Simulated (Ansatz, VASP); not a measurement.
## SrTlF3 in VASP and in Ansatz

Contents of INCAR:

```
PREC     = Accurate       # precision mode
ENCUT    = 520            # plane-wave cutoff, eV
EDIFF    = 1E-6           # SCF threshold, eV
ISMEAR   = -1             # smearing method
SIGMA    = 0.02           # smearing width, eV
LREAL    = False          # projectors in reciprocal space
LASPH    = True           # aspherical terms in the spheres
NELM     = 80             # most SCF steps
ALGO     = Normal         # electronic algorithm
ISIF     = 2              # what is computed and relaxed
LWAVE    = False          # write WAVECAR
LCHARG   = False          # write CHGCAR
GGA      = PE             # functional
NBANDS   = 30             # bands
```

The input KPOINTS:

```
Automatic mesh
0
Gamma
  6 6 6
```

POSCAR

```
SrTlF3
1.0
    4.6850521055      0.0000000000      0.0000000000
    0.0000000000      4.6850521055      0.0000000000
    0.0000000000      0.0000000000      4.7164704985
Tl Sr F
1 1 3
Direct
    0.0000000000      0.0000000000      0.0000000000
    0.5000000000      0.5000000000      0.5000000000
    0.5000000000      0.5000000000      0.0000000000
    0.5000000000      0.0000000000      0.5000000000
    0.0000000000      0.5000000000      0.5000000000
```

Input for Ansatz:

```yaml
crystal:
  lattice:
    - [4.6850521055, 0.0, 0.0]
    - [0.0, 4.6850521055, 0.0]
    - [0.0, 0.0, 4.7164704985]
  atoms:
    - { symbol: Tl, position: [0.0, 0.0, 0.0] }
    - { symbol: Sr, position: [0.5, 0.5, 0.5] }
    - { symbol: F, position: [0.5, 0.5, 0.0] }
    - { symbol: F, position: [0.5, 0.0, 0.5] }
    - { symbol: F, position: [0.0, 0.5, 0.5] }
kpoints:
  mp_grid: { grid: [6, 6, 6] }
  band_path:
    path: [[0.0, 0.0, 0.0], [0.0, 0.5, 0.0], [0.5, 0.5, 0.0], [0.5, 0.5, 0.5]]
    npoints: 1
hamiltonian:
  xc: pbe
scf:
  occupations: { method: fermi_dirac, width: 0.02 }
  n_extra_bands: 5
output:
  forces: true
  stress: true
  eigenvalues: true
```

Change from the starting cell: epitaxial_xy strain -0.5%.

Alike in both runs: task single point; functional PBE; k mesh 6 × 6 × 6; occupations fermi-dirac, width 0.02 eV; no spin polarisation.

|  | VASP | Ansatz |
| --- | --- | --- |
| version | VASP 6.6.1 | Ansatz 0.2.0 |
| potentials or method | VASP PAW PBE potentials, release 64 (Tl_d, Sr_sv, F) | plane waves, PAW |
| plane-wave cutoff (eV) | 520 | 420 |
| valence electrons in the cell | 44 | 44 |

```csv
,VASP,Ansatz,Ansatz less VASP
gap on the k mesh at the Fermi level (eV),4.40,4.41,+0.009
pressure (GPa),2.4,2.2,-0.20
largest component of the traceless stress (GPa),0.41,0.39,-0.019
```

The functional is the same, so the differences come from potentials, cutoffs and numerics.

Caveats: spin-orbit coupling is left out, which as a rule narrows the gap of such compounds by several tenths of an eV. A k mesh can miss the band edges.
